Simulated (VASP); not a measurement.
Energy against volume of Li$_{2}$S (antifluorite). Computed with RPBE GGA, VASP's PBE PAW potentials (set 64) (plane waves; VASP).

```tsv
V (Å³/atom)	E (eV/atom)
15.023	-3.80946
15.502	-3.81603
15.981	-3.81854
16.461	-3.81753
16.940	-3.81348
```

Problem. Fit a third-order Birch-Murnaghan equation of state.

Solution. 
The volume per atom is 16.07 Å³/atom, the bulk modulus is 38.2 GPa and the pressure derivative of the bulk modulus is 3.84. The lattice constant a is 5.778 Å.

Measured: a 5.716 Å at 293 K (computed value off by +1.1 %), as given by F. Kubel et al., Zeitschrift für Kristallographie - New Crystal Structures (1999), doi:10.1515/ncrs-1999-0303. The calculation is for a static lattice, while the measured a holds thermal and zero-point effects, which are part of the difference.

The compound is Li2S in the antifluorite structure. It was relaxed first.
